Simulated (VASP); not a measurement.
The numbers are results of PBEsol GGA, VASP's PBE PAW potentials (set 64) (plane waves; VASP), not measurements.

A VASP calculation is set up with these files.

### KPOINTS
```
kpoints
0
G
 3 3 1
0 0 0
```

**POSCAR**
```
CdSe(110) slab
1
    7.4671000506     0.0000000000     0.0000000000
   -0.0000000000     7.0252201352     0.0000000000
    0.0000000000     0.0000000000    25.8166655392
Cd Se
10 10
Direct
  0.1166292543   0.0296592724   0.3528037355
  0.8833707457   0.5296592724   0.3528037355
  0.6739654796   0.9883755680   0.4131444410
  0.3260345204   0.4883755680   0.4131444410
  0.1714818916   0.9917212251   0.5000000000
  0.8285181084   0.4917212251   0.5000000000
  0.6739654796   0.9883755680   0.5868555590
  0.3260345204   0.4883755680   0.5868555590
  0.1166292543   0.0296592724   0.6471962645
  0.8833707457   0.5296592724   0.6471962645
  0.1796789307   0.3740012404   0.3260385253
  0.8203210693   0.8740012404   0.3260385253
  0.6635653683   0.3668140347   0.4164156603
  0.3364346317   0.8668140347   0.4164156603
  0.1664562871   0.3705785439   0.5000000000
  0.8335437129   0.8705785439   0.5000000000
  0.6635653683   0.3668140347   0.5835843397
  0.3364346317   0.8668140347   0.5835843397
  0.1796789307   0.3740012404   0.6739614747
  0.8203210693   0.8740012404   0.6739614747
```

**INCAR**
```
! general
SYSTEM =CdSe(110) slab
PREC   =Normal
ENCUT  =400
LREAL  =Auto
LASPH  =T   ! aspherical one-centre terms

! electronic loop
EDIFF  =1E-5   ! SCF stop (eV)
NELM   =100   ! most electronic steps
NELMIN =4
ALGO   =Normal
LMAXMIX=4   ! l cut-off of mixed one-centre charges

! smearing
ISMEAR =0   ! Gaussian
SIGMA  =0.05

! functional
GGA    =PS

! ions
IBRION =2   ! conjugate gradients
NSW    =120   ! most ionic steps
ISIF   =2
EDIFFG =-0.03

! output
LWAVE  =T
LCHARG =F

! other
LDIPOL =T
IDIPOL =3
DIPOL  =0.5 0.5 0.5
```

POTCAR, in this order: Cd Se (PBE.64 set). Program: vasp_std.

**Question.** What will the output report for the number of irreducible k-points (NKPTS), largest plane-wave count, number of space-group operations, FFT grid (NGX, NGY, NGZ)?

**Answer.** 
```json
{
  "number of irreducible k-points (NKPTS)": "4",
  "largest_plane_wave_count": "24654",
  "number_of_space_group_operations": "4",
  "FFT grid (NGX, NGY, NGZ)": "40 × 36 × 126"
}
```

The cell is a thin slab with vacuum, built from CdSe (wurtzite): (110) face.
